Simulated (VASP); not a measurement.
Crystal: Si7B.

```
Si B
1.0
     0.00000    4.12216    4.12216
     4.12216    0.00000    4.12216
     4.12216    4.12216    0.00000
Si B
7 1
Cartesian
  0.0000 2.0611 2.0611
  4.1222 2.0611 2.0611
  2.0611 0.0000 2.0611
  2.0611 4.1222 2.0611
  2.0611 2.0611 0.0000
  2.0611 2.0611 4.1222
  0.0000 0.0000 0.0000
  4.1222 4.1222 4.1222
```

The cell was built by a generator and needn't be a form met in nature.

- Program: VASP 6.6.1
- Task: relaxation of cell and atoms
- Functional: PBE
- Potentials or basis: VASP PAW PBE potentials, release 64 (Si, B)
- Cutoff: 520 eV
- k mesh: 4 × 4 × 4
- Occupations: gaussian, width 0.15 eV
- Spin: no spin polarisation

At the start: pressure -11.8 GPa; volume 17.51 Å³/atom.

Task: How do energy, volume and symmetry change on relaxing?

Result: Over 3 steps the energy falls by 207.2 meV/atom and the volume is 13.26 Å³/atom (-24.3 %); space group Fm-3m (No. 225, to 0.05 Å).

The path:
```csv
step,energy change (eV),largest force (eV/Å),pressure (GPa),volume (Å³)
1,0.0000,0.0000,-11.84,140.09
2,-1.4785,0.0000,-6.07,115.45
3,-1.6580,0.0000,0.45,106.07
```

Final structure:
```yaml
crystal:
  lattice:
    - [0.00000, 3.75715, 3.75715]
    - [3.75715, 0.00000, 3.75715]
    - [3.75715, 3.75715, 0.00000]
  atoms:
    - { symbol: Si, position: [0.50000, 0.00000, 0.00000] }
    - { symbol: Si, position: [0.00000, 0.50000, 0.50000] }
    - { symbol: Si, position: [0.00000, 0.50000, 0.00000] }
    - { symbol: Si, position: [0.50000, 0.00000, 0.50000] }
    - { symbol: Si, position: [0.00000, 0.00000, 0.50000] }
    - { symbol: Si, position: [0.50000, 0.50000, 0.00000] }
    - { symbol: Si, position: [0.00000, 0.00000, 0.00000] }
    - { symbol: B, position: [0.50000, 0.50000, 0.50000] }
```

Caveat: the volume moved by over 15 % at a fixed basis, so the end points are rough.
